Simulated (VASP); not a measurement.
Here is the system:

```xyz
2
Lattice="0.0000 2.7222 2.7222 2.7222 0.0000 2.7222 2.7222 2.7222 0.0000" Properties=species:S:1:pos:R:3 pbc="T T T"
Ag     0.0000     0.0000     0.0000
Cl     2.7222     2.7222     2.7222
```

All values below come from r2SCAN+rVV10, VASP's PBE PAW potentials (set 64) (plane waves; VASP 6.6.1). Settings: 520 eV cut-off, 8×8×8 Γ-centred mesh, Gaussian smearing of 0.050 eV, potentials Ag Cl.

**Question.** Predict the energy per atom (σ→0), pressure, band gap (on the k-mesh) with the smallest direct gap where there is one.

**Answer.** 
```yaml
band gap (on the k-mesh): 1.37 eV
smallest direct gap (on the k-mesh): 3.86 eV
energy per atom (σ→0): -14.043 eV/atom
pressure: 1.87 GPa
```

The absolute energy has meaning only against runs of the same code, potentials and settings.

The compound is AgCl in the rock salt structure. This cell is one point of a volume scan, at 0.97 of the reference volume.
